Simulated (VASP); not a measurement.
An input for Quantum ESPRESSO's pw.x (written as the equivalent of a VASP run, and not itself run):

```
&CONTROL
  calculation = 'vc-relax'
  pseudo_dir = './pseudo'
  outdir = './out'
  tprnfor = .true.
  tstress = .true.
  nstep = 30
  forc_conv_thr = 0.00039
/
&SYSTEM
  ibrav = 0
  nat = 4
  ntyp = 3
  ecutwfc = 96
  occupations = 'smearing'
  smearing = 'gaussian'
  degauss = 0.003675
  input_dft = 'pbe'
  vdw_corr = 'grimme-d3'
  dftd3_version = 4
  dftd3_threebody = .false.
  nspin = 2
  starting_magnetization(1) = 0.41
  starting_magnetization(2) = -0.41
/
&ELECTRONS
  conv_thr = 7.3e-09
  electron_maxstep = 100
/
&IONS
/
&CELL
  cell_dofree = 'shape'
/
ATOMIC_SPECIES
  Mn1 54.938 Mn.upf
  Mn2 54.938 Mn.upf
  S 32.060 S.upf
CELL_PARAMETERS angstrom
     4.9771779    2.4781906    2.4781906
     2.4781906    4.9771779    2.4781906
     2.4781906    2.4781906    4.9771779
ATOMIC_POSITIONS crystal
  Mn1  1.0000000  1.0000000  0.0000000
  Mn2  0.5000000  0.5000000  0.5000000
  S    0.2500000  0.2500000  0.2500000
  S    0.7500000  0.7500000  0.7500000
K_POINTS automatic
  7 7 7 0 0 0
```

**Question.** Translate this input to VASP (INCAR, KPOINTS, POSCAR, choice of POTCAR).

**Answer.** Several could match; the one computed here: 
File KPOINTS:
```
Automatic mesh
0
Gamma
7 7 7
0 0 0
```

POSCAR:
```
MnS
1.0
  4.9771779265   2.4781906099   2.4781906099
  2.4781906099   4.9771779265   2.4781906099
  2.4781906099   2.4781906099   4.9771779265
Mn S
2 2
Cart
  7.4553685364   7.4553685364   4.9563812198
  4.9667795732   4.9667795732   4.9667795731
  2.4833897866   2.4833897866   2.4833897866
  7.4501693597   7.4501693597   7.4501693597
```

### INCAR
```
MAGMOM = 4.1 -4.1 2*0.0
PREC = Accurate
LORBIT = 10
LWAVE = .False.
LASPH = .True.   ! aspherical one-centre terms
GGA = PE   ! PBE
IVDW = 12   ! D3, Becke-Johnson
LREAL = .False.   ! projection in real space or not
EDIFFG = -0.01
NELM = 100   ! most electronic steps
LMAXMIX = 4   ! l cut-off of mixed one-centre charges
ISMEAR = 0
ISIF = 4
EDIFF = 1E-7
IBRION = 2   ! conjugate gradients
LCHARG = .False.
NSW = 30
ALGO = Normal
ENCUT = 520   ! plane-wave cut-off (eV)
SIGMA = 0.05   ! width (eV)
SYSTEM = MnS
ISPIN = 2   ! spin-polarised
```

POTCAR, in this order: Mn_pv S (PBE.64 set). Program: vasp_std.

The two are equivalent in intent, not identical: the potentials are each code's own (VASP's PAW set, PseudoDojo norm-conserving files in pw.x), so ENCUT and ecutwfc are chosen apart and not converted; conv_thr bounds pw.x's estimated SCF error, while EDIFF bounds the energy change between steps; starting_magnetization is a fraction of the valence charge and MAGMOM a moment in μB, so they match only roughly; forc_conv_thr acts on force components and is met together with etot_conv_thr.

The compound is MnS in the rock salt, AFM-II order structure. This cell is one point of a volume scan, at 0.97 of the reference volume.
